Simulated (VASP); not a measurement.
```
CELL_PARAMETERS angstrom
      1.88769    -3.26957     0.00000
      1.88769     3.26957     0.00000
      0.00000     0.00000    12.07191
ATOMIC_POSITIONS crystal
  La 0.00000 0.00000 0.50000
  La 0.00000 0.00000 0.00000
  La 0.33333 0.66667 0.25000
  La 0.66667 0.33333 0.75000
```

All values below come from PBE GGA, VASP's PBE PAW potentials (set 64) (plane waves; VASP). Numerical set-up: 520 eV cut-off, 11×11×3 Γ-centred mesh, tetrahedra with Blöchl corrections, potentials La.

The cores are frozen, which limits the accuracy of field gradients.

Problem. Give the principal components of the electric field gradient (V/Å²) and the asymmetry η at each nucleus.

Solution. 
```tsv
atom	Vxx	Vyy	Vzz	η
La1	-12.1	-12.1	24.2	0.00
La2	-12.1	-12.1	24.2	0.00
La3	-15.3	-15.3	30.7	0.00
La4	-15.3	-15.3	30.7	0.00
```

The compound is La in the dhcp structure. It was relaxed first.
